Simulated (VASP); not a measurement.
Consider the following.

```xyz
2
Lattice="0.0000 3.3308 3.3308 3.3308 0.0000 3.3308 3.3308 3.3308 0.0000" Properties=species:S:1:pos:R:3 pbc="T T T"
Cd     0.0000     0.0000     0.0000
Te     1.6654     1.6654     1.6654
```

The numbers are results of SCAN meta-GGA, VASP's PBE PAW potentials (set 64) (plane waves; VASP 6.6.1), not measurements. Run with 520 eV cut-off, 7×7×7 Γ-centred mesh, Gaussian smearing of 0.050 eV, potentials Cd Te.

Unless said otherwise, spin-orbit coupling is left out, though it shifts the bands of the heavy elements here.

Problem. What does the run give for the energy per atom (σ→0), pressure, band gap (on the k-mesh) with the smallest direct gap where there is one?

Solution. 
```json
{
 "band gap (on the k-mesh)": "0.80 eV",
 "smallest direct gap (on the k-mesh)": "0.80 eV",
 "energy per atom (σ→0)": "-34.299 eV/atom",
 "pressure": "-2.10 GPa"
}
```

Only differences to runs with the same potentials and settings are physical.

The compound is CdTe in the zinc blende structure. This cell is one point of a volume scan, at 1.06 of the reference volume.
